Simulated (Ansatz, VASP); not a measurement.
# NaCl in two plane-wave programs

One calculation is typed for both programs; each brings its own data sets. How far apart do they land? The cell is taken from a series of runs on this material, whose earlier steps may have relaxed, scaled, displaced or heated it; both programs get it as it stands.

Method: plane waves, with VASP 6.6.1 beside it; dielectric response at r2SCAN, in Ansatz 0.2.0.

### Step 1. Set-up

It takes space group Fm-3m (No. 225, cubic). Conventional cell: a = 5.620 Å, b = 5.620 Å, c = 5.620 Å, α = 90.00°, β = 90.00°, γ = 90.00°. Nearest to Cl lie 6 Na at 2.81 Å. Nearest to Na lie 6 Cl at 2.81 Å. Farther neighbours and most contacts between anions are not listed.

As a file:

```xyz
2
Lattice="0.0000 2.8100 2.8100 2.8100 0.0000 2.8100 2.8100 2.8100 0.0000" Properties=species:S:1:pos:R:3 pbc="T T T"
Cl    2.8100    2.8100    2.8100
Na    0.0000    0.0000    0.0000
```

### Step 2. VASP: dielectric response, r2SCAN

The response to a field tests empty states and converges slowly with the mesh.

Lines of VASP's logs that name or quote its potential files are left out, and so is its time.

INCAR reads:

```
SYSTEM = NaCl
PREC = Accurate
ENCUT = 440
EDIFF = 1E-08
NELM = 120
ISMEAR = 0
SIGMA = 0.01
LREAL = .FALSE.
ALGO = Normal
METAGGA = R2SCAN
LASPH = .TRUE.
NBANDS = 13
LORBIT = 11
LWAVE = .FALSE.
LCHARG = .FALSE.
ISIF = 2
LCALCEPS = .TRUE.
LPEAD = .TRUE.
GGA_COMPAT = .FALSE.
EFERMI = MIDGAP
LMIXTAU = .TRUE.
KPAR = 2
```

POSCAR reads:

```
NaCl
1.0
    0.0000000000      2.8100000000      2.8100000000
    2.8100000000      0.0000000000      2.8100000000
    2.8100000000      2.8100000000      0.0000000000
Cl Na
1 1
Direct
    0.5000000000      0.5000000000      0.5000000000
    0.0000000000      0.0000000000      0.0000000000
```

KPOINTS reads:

```
Automatic mesh
0
Gamma
7 7 7
0 0 0
```

Potentials, in the order of the species: Cl and Na_pv (PBE family, release 64).

Launch:

```sh
$ mpirun -np 2 vasp_std
```

Numbers of over 12 decimals in the logs are rounded to 6 here.

Output:

```text
[banner, memory and clock lines left out]
running    2 mpi-ranks, on    1 nodes
 distrk:  each k-point on    1 cores,    2 groups
 distr:  one band on    1 cores,    1 groups

 POSCAR found type information on POSCAR ClNa
 POSCAR found :  2 types and       2 ions
|                                                                             |
|               ----> ADVICE to this user running VASP <----                  |
|                                                                             |
|     You enforced a specific xc type in the INCAR file but a different       |
|     [... a line on the potential file left out ...]
|     I HOPE YOU KNOW WHAT YOU ARE DOING!                                     |
|                                                                             |

 LDA part: xc-table for (None), standard interpolation
 POSCAR, INCAR and KPOINTS ok, starting setup
 FFT: planning ... GRIDC
 FFT: planning ... GRID_SOFT
 FFT: planning ... GRID
 WAVECAR not read
 entering main loop
       N       E                     dE             d eps       ncg     rms          rms(c)
DAV:   1     0.837190276590E+02    0.83719E+02   -0.68248E+03   538   0.100E+03
DAV:   2    -0.867030501275E+01   -0.92389E+02   -0.84942E+02   565   0.272E+02
DAV:   3    -0.158420500005E+02   -0.71717E+01   -0.71369E+01   685   0.715E+01
DAV:   4    -0.159625101188E+02   -0.12046E+00   -0.12041E+00   580   0.104E+01
DAV:   5    -0.159654181989E+02   -0.29081E-02   -0.29080E-02   665   0.157E+00    0.225E+00
DAV:   6    -0.137140818731E+02    0.22513E+01   -0.81407E-01   545   0.949E+00    0.273E+00
DAV:   7    -0.135691142100E+02    0.14497E+00   -0.23951E-01   570   0.633E+00    0.681E-01
DAV:   8    -0.139175398787E+02   -0.34843E+00   -0.29727E-01   530   0.533E+00    0.896E-01
DAV:   9    -0.137781564852E+02    0.13938E+00   -0.66159E-02   530   0.294E+00    0.610E-01
DAV:  10    -0.137969413136E+02   -0.18785E-01   -0.32987E-02   520   0.195E+00    0.298E-01
DAV:  11    -0.137856056968E+02    0.11336E-01   -0.93506E-03   520   0.996E-01    0.184E-01
DAV:  12    -0.137871797246E+02   -0.15740E-02   -0.19364E-04   650   0.144E-01    0.224E-01
DAV:  13    -0.137895817361E+02   -0.24020E-02   -0.61863E-04   535   0.281E-01    0.324E-02
DAV:  14    -0.137898465427E+02   -0.26481E-03   -0.20700E-04   530   0.167E-01    0.269E-02
[...]
DAV:  19    -0.137898376534E+02    0.79620E-06   -0.18545E-07   530   0.444E-03    0.884E-04
DAV:  20    -0.137898362796E+02    0.13738E-05   -0.23104E-08   610   0.157E-03    0.157E-04
DAV:  21    -0.137898377194E+02   -0.14398E-05   -0.10730E-08   535   0.125E-03    0.515E-05
DAV:  22    -0.137898375804E+02    0.13903E-06   -0.29541E-09   535   0.613E-04    0.251E-05
DAV:  23    -0.137898376639E+02   -0.83498E-07   -0.11334E-10   270   0.142E-04    0.952E-06
DAV:  24    -0.137898376220E+02    0.41862E-07   -0.64863E-11   275   0.107E-04    0.742E-06
DAV:  25    -0.137898376465E+02   -0.24441E-07   -0.34188E-13   265   0.384E-05    0.404E-06
DAV:  26    -0.137898376432E+02    0.32549E-08    0.22017E-12   275   0.251E-05
       N       E                     dE             d eps       ncg     rms          rms(c)
SDA:   1    -0.137898376121E+02   -0.13790E+02   -0.54250E-12  1300   0.136E-11   0.000E+00
DMP:   2    -0.137898376138E+02   -0.17378E-08   -0.40608E-12  1300   0.793E-12   0.583E-12
 final diagonalization occupied
 p_tot=( -0.197E+02 -0.197E+02 -0.197E+02 )
       N       E                     dE             d eps       ncg     rms          rms(c)
 p_tot=( -0.197E+02 -0.197E+02 -0.197E+02 )
dp_tot=(  0.000E+00  0.000E+00  0.000E+00 )  diag[e(oo)]=(  1.00000    ---      ---   )
SDA:   1    -0.137898376138E+02   -0.17487E-08   -0.19578E-04  1300   0.489E-04   0.000E+00
 p_tot=( -0.197E+02 -0.197E+02 -0.197E+02 )
dp_tot=(  0.196E-02  0.111E-07  0.111E-07 )  diag[e(oo)]=(  1.79833    ---      ---   )
DMP:   2    -0.137898506522E+02   -0.13038E-04   -0.72758E-05  1300   0.976E-05   0.162E-04
 p_tot=( -0.197E+02 -0.197E+02 -0.197E+02 )
dp_tot=(  0.362E-02  0.215E-07  0.215E-07 )  diag[e(oo)]=(  2.47772    ---      ---   )
DMP:   3    -0.137898535008E+02   -0.28485E-05   -0.83959E-06  1300   0.417E-05  -0.399E-05
 p_tot=( -0.197E+02 -0.197E+02 -0.197E+02 )
dp_tot=(  0.420E-02  0.262E-07  0.262E-07 )  diag[e(oo)]=(  2.71256    ---      ---   )
DMP:   4    -0.137898533884E+02    0.11231E-06   -0.13278E-05  1300   0.472E-05  -0.270E-05
 p_tot=( -0.197E+02 -0.197E+02 -0.197E+02 )
dp_tot=(  0.400E-02  0.264E-07  0.264E-07 )  diag[e(oo)]=(  2.63198    ---      ---   )
DMP:   5    -0.137898540990E+02   -0.71060E-06   -0.88249E-06  1300   0.210E-05   0.206E-06
 p_tot=( -0.197E+02 -0.197E+02 -0.197E+02 )
dp_tot=(  0.361E-02  0.248E-07  0.248E-07 )  diag[e(oo)]=(  2.47026    ---      ---   )
DMP:   6    -0.137898545378E+02   -0.43878E-06   -0.32363E-06  1300   0.819E-06  -0.182E-07
 p_tot=( -0.197E+02 -0.197E+02 -0.197E+02 )
dp_tot=(  0.337E-02  0.234E-07  0.234E-07 )  diag[e(oo)]=(  2.37597    ---      ---   )
DMP:   7    -0.137898546539E+02   -0.11603E-06   -0.15813E-06  1300   0.515E-06  -0.230E-06
 p_tot=( -0.197E+02 -0.197E+02 -0.197E+02 )
dp_tot=(  0.334E-02  0.225E-07  0.226E-07 )  diag[e(oo)]=(  2.36331    ---      ---   )
DMP:   8    -0.137898547235E+02   -0.69661E-07   -0.11950E-06  1300   0.325E-06  -0.501E-07
 p_tot=( -0.197E+02 -0.197E+02 -0.197E+02 )
[...]
SDA:   1    -0.137898376098E+02    0.17205E-04   -0.13004E-09  1300   0.325E-09   0.000E+00
DMP:   2    -0.137898376137E+02   -0.38631E-08   -0.56961E-11  1300   0.702E-10  -0.147E-09
 final diagonalization occupied
 p_tot=( -0.197E+02 -0.197E+02 -0.197E+02 )
       N       E                     dE             d eps       ncg     rms          rms(c)
 p_tot=( -0.197E+02 -0.197E+02 -0.197E+02 )
dp_tot=(  0.000E+00  0.000E+00  0.000E+00 )  diag[e(oo)]=(    ---    1.00000    ---   )
SDA:   1    -0.137898376183E+02   -0.84635E-08   -0.19573E-04  1300   0.489E-04   0.000E+00
 p_tot=( -0.197E+02 -0.197E+02 -0.197E+02 )
dp_tot=( -0.409E-06  0.196E-02 -0.374E-06 )  diag[e(oo)]=(    ---    1.79822    ---   )
DMP:   2    -0.137898506531E+02   -0.13035E-04   -0.72736E-05  1300   0.976E-05   0.162E-04
 p_tot=( -0.197E+02 -0.197E+02 -0.197E+02 )
dp_tot=( -0.726E-06  0.362E-02 -0.657E-06 )  diag[e(oo)]=(    ---    2.47752    ---   )
DMP:   3    -0.137898535009E+02   -0.28478E-05   -0.83962E-06  1300   0.417E-05  -0.399E-05
 p_tot=( -0.197E+02 -0.197E+02 -0.197E+02 )
dp_tot=( -0.824E-06  0.420E-02 -0.745E-06 )  diag[e(oo)]=(    ---    2.71231    ---   )
DMP:   4    -0.137898533888E+02    0.11212E-06   -0.13275E-05  1300   0.472E-05  -0.270E-05
 p_tot=( -0.197E+02 -0.197E+02 -0.197E+02 )
dp_tot=( -0.778E-06  0.400E-02 -0.705E-06 )  diag[e(oo)]=(    ---    2.63174    ---   )
DMP:   5    -0.137898540991E+02   -0.71030E-06   -0.88218E-06  1300   0.210E-05   0.205E-06
 p_tot=( -0.197E+02 -0.197E+02 -0.197E+02 )
dp_tot=( -0.692E-06  0.361E-02 -0.632E-06 )  diag[e(oo)]=(    ---    2.47005    ---   )
DMP:   6    -0.137898545377E+02   -0.43857E-06   -0.32358E-06  1300   0.818E-06  -0.183E-07
 p_tot=( -0.197E+02 -0.197E+02 -0.197E+02 )
dp_tot=( -0.628E-06  0.337E-02 -0.578E-06 )  diag[e(oo)]=(    ---    2.37579    ---   )
DMP:   7    -0.137898546537E+02   -0.11602E-06   -0.15811E-06  1300   0.515E-06  -0.230E-06
 p_tot=( -0.197E+02 -0.197E+02 -0.197E+02 )
dp_tot=( -0.608E-06  0.334E-02 -0.564E-06 )  diag[e(oo)]=(    ---    2.36313    ---   )
DMP:   8    -0.137898547234E+02   -0.69709E-07   -0.11946E-06  1300   0.325E-06  -0.501E-07
 p_tot=( -0.197E+02 -0.197E+02 -0.197E+02 )
dp_tot=( -0.622E-06  0.339E-02 -0.578E-06 )  diag[e(oo)]=(    ---    2.38278    ---   )
DMP:   9    -0.137898547884E+02   -0.65020E-07   -0.54393E-07  1300   0.121E-06   0.279E-07
 p_tot=( -0.197E+02 -0.197E+02 -0.197E+02 )
dp_tot=( -0.640E-06  0.344E-02 -0.596E-06 )  diag[e(oo)]=(    ---    2.40085    ---   )
DMP:  10    -0.137898548083E+02   -0.19897E-07   -0.19242E-07  1300   0.645E-07  -0.315E-07
 p_tot=( -0.197E+02 -0.197E+02 -0.197E+02 )
dp_tot=( -0.648E-06  0.345E-02 -0.602E-06 )  diag[e(oo)]=(    ---    2.40821    ---   )
DMP:  11    -0.137898548148E+02   -0.65047E-08   -0.16069E-07  1300   0.464E-07  -0.119E-07
 p_tot=( -0.197E+02 -0.197E+02 -0.197E+02 )
dp_tot=( -0.646E-06  0.345E-02 -0.601E-06 )  diag[e(oo)]=(    ---    2.40654    ---   )
DMP:  12    -0.137898548232E+02   -0.84169E-08   -0.76267E-08  1300   0.172E-07   0.364E-08
 final diagonalization full
 p_tot=( -0.197E+02 -0.197E+02 -0.197E+02 )
dp_tot=( -0.641E-06  0.344E-02 -0.596E-06 )  diag[e(oo)]=(    ---    2.40209    ---   )
       N       E                     dE             d eps       ncg     rms          rms(c)
SDA:   1    -0.137898376107E+02    0.17204E-04   -0.11391E-09  1300   0.285E-09   0.000E+00
DMP:   2    -0.137898376140E+02   -0.33663E-08   -0.25961E-10  1300   0.108E-09  -0.113E-09
 final diagonalization occupied
 p_tot=( -0.197E+02 -0.197E+02 -0.197E+02 )
       N       E                     dE             d eps       ncg     rms          rms(c)
 p_tot=( -0.197E+02 -0.197E+02 -0.197E+02 )
dp_tot=(  0.000E+00  0.000E+00  0.000E+00 )  diag[e(oo)]=(    ---      ---    1.00000 )
SDA:   1    -0.137898376205E+02   -0.98480E-08   -0.19571E-04  1300   0.489E-04   0.000E+00
 p_tot=( -0.197E+02 -0.197E+02 -0.197E+02 )
dp_tot=( -0.400E-06 -0.438E-06  0.196E-02 )  diag[e(oo)]=(    ---      ---    1.79818 )
DMP:   2    -0.137898506539E+02   -0.13033E-04   -0.72729E-05  1300   0.976E-05   0.162E-04
 p_tot=( -0.197E+02 -0.197E+02 -0.197E+02 )
dp_tot=( -0.715E-06 -0.788E-06  0.362E-02 )  diag[e(oo)]=(    ---      ---    2.47744 )
DMP:   3    -0.137898535013E+02   -0.28474E-05   -0.83952E-06  1300   0.417E-05  -0.399E-05
 p_tot=( -0.197E+02 -0.197E+02 -0.197E+02 )
dp_tot=( -0.818E-06 -0.904E-06  0.420E-02 )  diag[e(oo)]=(    ---      ---    2.71222 )
DMP:   4    -0.137898533893E+02    0.11204E-06   -0.13273E-05  1300   0.472E-05  -0.270E-05
 p_tot=( -0.197E+02 -0.197E+02 -0.197E+02 )
dp_tot=( -0.775E-06 -0.856E-06  0.400E-02 )  diag[e(oo)]=(    ---      ---    2.63166 )
DMP:   5    -0.137898540995E+02   -0.71018E-06   -0.88211E-06  1300   0.210E-05   0.205E-06
 p_tot=( -0.197E+02 -0.197E+02 -0.197E+02 )
dp_tot=( -0.691E-06 -0.763E-06  0.360E-02 )  diag[e(oo)]=(    ---      ---    2.46997 )
DMP:   6    -0.137898545380E+02   -0.43856E-06   -0.32353E-06  1300   0.818E-06  -0.183E-07
 p_tot=( -0.197E+02 -0.197E+02 -0.197E+02 )
dp_tot=( -0.631E-06 -0.697E-06  0.337E-02 )  diag[e(oo)]=(    ---      ---    2.37571 )
DMP:   7    -0.137898546540E+02   -0.11600E-06   -0.15809E-06  1300   0.514E-06  -0.230E-06
 p_tot=( -0.197E+02 -0.197E+02 -0.197E+02 )
dp_tot=( -0.615E-06 -0.681E-06  0.334E-02 )  diag[e(oo)]=(    ---      ---    2.36305 )
DMP:   8    -0.137898547237E+02   -0.69669E-07   -0.11945E-06  1300   0.325E-06  -0.501E-07
 p_tot=( -0.197E+02 -0.197E+02 -0.197E+02 )
dp_tot=( -0.629E-06 -0.697E-06  0.339E-02 )  diag[e(oo)]=(    ---      ---    2.38270 )
DMP:   9    -0.137898547887E+02   -0.65021E-07   -0.54386E-07  1300   0.121E-06   0.279E-07
 p_tot=( -0.197E+02 -0.197E+02 -0.197E+02 )
dp_tot=( -0.646E-06 -0.717E-06  0.344E-02 )  diag[e(oo)]=(    ---      ---    2.40077 )
DMP:  10    -0.137898548086E+02   -0.19893E-07   -0.19240E-07  1300   0.645E-07  -0.315E-07
 p_tot=( -0.197E+02 -0.197E+02 -0.197E+02 )
dp_tot=( -0.653E-06 -0.724E-06  0.345E-02 )  diag[e(oo)]=(    ---      ---    2.40813 )
DMP:  11    -0.137898548152E+02   -0.65293E-08   -0.16068E-07  1300   0.464E-07  -0.119E-07
 p_tot=( -0.197E+02 -0.197E+02 -0.197E+02 )
dp_tot=( -0.652E-06 -0.722E-06  0.345E-02 )  diag[e(oo)]=(    ---      ---    2.40646 )
DMP:  12    -0.137898548236E+02   -0.84369E-08   -0.76259E-08  1300   0.172E-07   0.364E-08
 final diagonalization full
 p_tot=( -0.197E+02 -0.197E+02 -0.197E+02 )
dp_tot=( -0.647E-06 -0.717E-06  0.344E-02 )  diag[e(oo)]=(    ---      ---    2.40201 )
   1 F= -.13789855E+02 E0= -.13789855E+02  d E =0.000000E+00
```

From OUTCAR (step 2):

```text
ion  position               nearest neighbor table
   1  0.500  0.500  0.500-
   2  0.000  0.000  0.000-

  LATTYP: Found a face centered cubic cell.
 ALAT       =     5.6200000000

 Subroutine GETGRP returns: Found 48 space group operations
 (whereof 48 operations were pure point group operations)

The static configuration has the point symmetry O_h .

 Found     20 irreducible k-points:

   k-points           NKPTS =     20   k-points in BZ     NKDIM =     20   number of bands    NBANDS=     13

   dimension x,y,z NGX =    28 NGY =   28 NGZ =   28
   dimension x,y,z NGXF=    56 NGYF=   56 NGZF=   56

   ENCUT  =  440.0 eV  32.34 Ry    5.69 a.u.   6.80  6.80  6.80*2*pi/ulx,y,z

   NELECT =      14.0000    total number of electrons

 k-points in reciprocal lattice and weights: Automatic mesh
   0.00000000  0.00000000  0.00000000       0.003
   0.14285714  0.00000000  0.00000000       0.023
   0.28571429  0.00000000  0.00000000       0.023
   0.42857143  0.00000000  0.00000000       0.023
   0.14285714  0.14285714  0.00000000       0.017
   0.28571429  0.14285714  0.00000000       0.070
   0.42857143  0.14285714  0.00000000       0.070
  -0.42857143  0.14285714  0.00000000       0.070
  -0.28571429  0.14285714  0.00000000       0.070
[...]
-0.42857143  0.42857143  0.14285714       0.070
  -0.28571429  0.42857143  0.14285714       0.070

 average (electrostatic) potential at core
       1 -96.8808       2 -52.1127

            Ionic dipole moment: p[ion]=(   -19.67000   -19.67000   -19.67000 ) |e| Angst

 Total electronic dipole moment: p[elc]=(     0.00000     0.00000     0.00344 ) |e| Angst

 MACROSCOPIC STATIC DIELECTRIC TENSOR (including local field effects)
 ------------------------------------------------------
           2.402129     0.000000    -0.000000
          -0.000000     2.402129    -0.000000
           0.000000     0.000000     2.402129
 ------------------------------------------------------

 PIEZOELECTRIC TENSOR (including local field effects) (C/m^2)
          XX          YY          ZZ          XY          YZ          ZX
  --------------------------------------------------------------------------------
  x     0.00000     0.00000     0.00000     0.00000     0.00000     0.00000
  y     0.00000     0.00000     0.00000     0.00000     0.00000     0.00000
  z     0.00000     0.00000     0.00000     0.00000     0.00000     0.00000

 BORN EFFECTIVE CHARGES (including local field effects) (in |e|, cummulative output)
 ---------------------------------------------------------------------------------
 ion    1
    1    -1.07593     0.00000     0.00000
    2     0.00000    -1.07593     0.00000
    3    -0.00000     0.00000    -1.07593
 ion    2
    1     1.07593     0.00000    -0.00000
    2    -0.00000     1.07593    -0.00000
    3     0.00000    -0.00000     1.07593

  Total       -0.1684695     -0.1684695     -0.1684695      0.0000000      0.0000000      0.0000000
  in kB       -6.0825108     -6.0825108     -6.0825108      0.0000000      0.0000000      0.0000000
  external PRESSURE =      -6.0825108 kB  Pullay stress =       0.0000000 kB

  energy-cutoff  :      440.00
  volume of cell :       44.38
      direct lattice vectors                 reciprocal lattice vectors
     0.000000000  2.810000000  2.810000000    -0.177935943  0.177935943  0.177935943
     2.810000000  0.000000000  2.810000000     0.177935943 -0.177935943  0.177935943
     2.810000000  2.810000000  0.000000000     0.177935943  0.177935943 -0.177935943

 POSITION                                       TOTAL-FORCE (eV/Angst)
 -----------------------------------------------------------------------------------
      2.81000      2.81000      2.81000        -0.000000     -0.000000     -0.000000
      0.00000      0.00000      0.00000         0.000000      0.000000      0.000000
 -----------------------------------------------------------------------------------
    total drift:                                0.000000      0.000000      0.000000
```

[end of part 1 of 2]

[Lines on the potential files, build, host, timing and source positions are cut from VASP's logs without a mark.]

[Logs are printed without paths, hosts, clocks, repeated set-up lines and the standing remarks that a program may print on its own settings, such as how far it seeks lower states.]

[Hosts, paths, dates, database ids (printed as entryN), source tags and the programs' standing remarks are cut or masked in the printed files.]
